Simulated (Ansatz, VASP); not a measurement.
# Cross-check of HfN between VASP and Ansatz, part 2 of 2

One calculation is typed for both programs; each brings its own data sets. How far apart do they land? The cell is taken from a series of runs on this material, whose earlier steps may have relaxed, scaled, displaced or heated it; both programs get it as it stands.

VASP 6.6.1 and Ansatz 0.2.0.

So far. Step 6 (VASP: single point, PBEsol, pair 2): The run ends at a pressure of 35.16 GPa. Step 7 (Ansatz: single point, PBEsol, pair 2): The run ends at a pressure of 37.47 GPa.

### Step 8. Side by side

What differs besides the data sets and the points named for the pairs above, as far as they apply: the data sets hold 31 valence electrons in Ansatz (on its PAW soft_1 files) and 15 in VASP. Total energies have different zeros and are not compared.

The two programs side by side:

| quantity | Ansatz | VASP | difference |
| --- | --- | --- | --- |
| pressure (GPa) | 37.47 | 35.16 | +2.31 |

### Step 9. VASP: single point, PBEsol, pair 3

With cell and atoms fixed, the geometry can't cause a difference; cores, projectors, grids and the points listed under the comparison can. The cell compared in this pair holds 21.89 Å³, against 20.53 Å³ for the pair before.

INCAR

```
SYSTEM = HfN
PREC = Accurate
ENCUT = 600
EDIFF = 1E-06
NELM = 120
ISMEAR = 1
SIGMA = 0.2
LREAL = .FALSE.
ALGO = Normal
GGA = PS
NBANDS = 13
LASPH = .TRUE.
LORBIT = 11
LWAVE = .FALSE.
LCHARG = .FALSE.
ISIF = 2
GGA_COMPAT = .FALSE.
```

POSCAR

```
HfN
1.0
    0.0000000000      2.2203943523      2.2203943523
    2.2203943523      0.0000000000      2.2203943523
    2.2203943523      2.2203943523      0.0000000000
N Hf
1 1
Direct
    0.5000000000      0.5000000000      0.5000000000
    0.0000000000      0.0000000000      0.0000000000
```

KPOINTS

```
Automatic mesh
0
Gamma
16 16 16
0 0 0
```

PAW data sets: N and Hf_pv (PBE family, release 64).

Launch:

```console
mpirun -np 1 vasp_std
```

Numbers of over 12 decimals in the logs are rounded to 6 here.

The program printed:

```text
[... set-up lines as in an earlier step ...]
 entering main loop
       N       E                     dE             d eps       ncg     rms          rms(c)
DAV:   1     0.437262690599E+02    0.43726E+02   -0.86350E+03  3778   0.122E+03
DAV:   2    -0.233509735323E+02   -0.67077E+02   -0.62757E+02  4984   0.273E+02
DAV:   3    -0.256895015044E+02   -0.23385E+01   -0.23182E+01  4533   0.423E+01
DAV:   4    -0.257008365378E+02   -0.11335E-01   -0.11330E-01  4180   0.329E+00
[...]
DAV:  11    -0.229727342252E+02    0.47728E-04   -0.15042E-04  4350   0.128E-01    0.645E-02
DAV:  12    -0.229727332807E+02    0.94450E-06   -0.11106E-05  4754   0.295E-02    0.144E-02
DAV:  13    -0.229727329435E+02    0.33723E-06   -0.28980E-07  2245   0.564E-03
   1 F= -.22972733E+02 E0= -.22972714E+02  d E =-.554482E-04
```

From OUTCAR (step 9):

```text
  Total        1.4060910      1.4060910      1.4060910      0.0000000     -0.0000000      0.0000000
  in kB      102.8972268    102.8972268    102.8972268      0.0000000     -0.0000000      0.0000000
  external PRESSURE =     102.8972268 kB  Pullay stress =       0.0000000 kB

 POSITION                                       TOTAL-FORCE (eV/Angst)
 -----------------------------------------------------------------------------------
      2.22039      2.22039      2.22039        -0.000000      0.000000      0.000000
      0.00000      0.00000      0.00000         0.000000     -0.000000     -0.000000
 -----------------------------------------------------------------------------------
    total drift:                                0.000000      0.000000      0.000000

  FREE ENERGIE OF THE ION-ELECTRON SYSTEM (eV)
  ---------------------------------------------------
  free  energy   TOTEN  =       -22.9727329435 eV

  energy  without entropy=      -22.9726774952  energy(sigma->0) =      -22.97271446

[... 1 part as in an earlier step ...]

[... 2 further parts left out ...]
[key lines of the parts left out:]
E-fermi :   8.6600
```

The run ends at a pressure of 10.29 GPa.

### Step 10. Ansatz: single point, PBEsol, pair 3

The same cell, functional, mesh and smearing now go to Ansatz, which takes its cutoff from its data sets.

The cell is taken from a series of runs on this material, whose earlier steps may have relaxed, scaled, displaced or heated it; both programs get it as it stands.

input.yaml

```yaml
crystal:
  lattice:
    - [0.0, 2.2203943523, 2.2203943523]
    - [2.2203943523, 0.0, 2.2203943523]
    - [2.2203943523, 2.2203943523, 0.0]
  atoms:
    - { symbol: "N", position: [0.5, 0.5, 0.5] }
    - { symbol: Hf, position: [0.0, 0.0, 0.0] }
kpoints:
  mp_grid: { grid: [16, 16, 16] }
hamiltonian:
  xc: pbesol
  pseudopotentials: { kind: paw, azcp: { folder: soft_1 }, xc_functional: pbe }
scf:
  occupations: { method: methfessel_paxton, width: 0.2 }
output:
  forces: true
  stress: true
  eigenvalues: true
```

Launch:

```console
ansatz run input.yaml --threads 4 --pin off --max-ram 10240MiB --backend cpu --events-out ev --progress --plain --runs-dir out
```

The program printed:

```text
[...]
Crystal: 2 atoms, lattice volume = 21.894 Å³
Basis set: ecut = 420 eV, 411 PW (Γ), exchange–correlation on 48×48×48 points (8 copies of the dense FFT grid, shifted against one another)
Bands: 20, of which v1, the nominal top of the filled ones, is band 16 counted from 1 (15 counted from 0)
Symmetry: 48 space group operations
[...]
k-points: 145 of 4096
[...]
--- Band table (eV; the first three rows and the last of 145) ---
  k-point 0: bands = [... 12 lower, 20.2666, 20.2666, 20.2666, 22.7647, 22.7647, 22.7647, 25.2369, 25.2369]
  k-point 1: bands = [... 12 lower, 19.8354, 19.9961, 19.9961, 22.9062, 22.9138, 22.9138, 25.5736, 25.5736]
  k-point 2: bands = [... 12 lower, 18.8816, 19.3807, 19.3807, 23.1483, 23.2985, 23.2985, 26.4391, 26.4391]
  k-point 144: bands = [... 12 lower, 16.8659, 17.6477, 17.6477, 24.3993, 24.3993, 29.1403, 29.2588, 29.8057]
[key lines of the parts left out:]
SCF converged after 8 iterations
Free energy (F): -15980.988360 eV
Fermi energy:    23.201303 eV
P = ⅓ Tr σ = 12.6576 GPa (126.576 kbar)
```

The run ends at a pressure of 12.66 GPa.

### Step 11. Side by side

What differs besides the data sets and the points named for the pairs above, as far as they apply: the data sets hold 31 valence electrons in Ansatz (on its PAW soft_1 files) and 15 in VASP. Total energies have different zeros and are not compared.

Both answers:

| quantity | Ansatz | VASP | difference |
| --- | --- | --- | --- |
| pressure (GPa) | 12.66 | 10.29 | +2.37 |

### Step 12. Results

* difference in pressure (single point, PBEsol, pair 1): 2.4 GPa
* difference in pressure (single point, PBEsol, pair 2): 2.3 GPa
* difference in pressure (single point, PBEsol, pair 3): 2.4 GPa

The difference in pressure is 2.4 GPa (single point, PBEsol, pair 3), beyond the 1 GPa picked in this series as the mark of a large difference. The data sets hold unlike numbers of valence electrons (31 in Ansatz and 15 in VASP), so part of the differences may come from the potentials. Single point, PBEsol, pair 1, VASP with the data sets N and Hf_sv: the difference in pressure goes from 2.4 to 1.4 GPa. What causes the difference of the single point, PBEsol, pair 2 pair stays open here. What causes the difference of the single point, PBEsol, pair 3 pair stays open here. 2 further pairs of this series are not shown here. How closely two codes agree says nothing of how well the functional describes the real material.

[Lines on the potential files, build, host, timing and source positions are cut from VASP's logs without a mark.]

[Logs are printed without paths, hosts, clocks, repeated set-up lines and the standing remarks that a program may print on its own settings, such as how far it seeks lower states.]

[Hosts, paths, dates, database ids (printed as entryN), source tags and the programs' standing remarks are cut or masked in the printed files.]
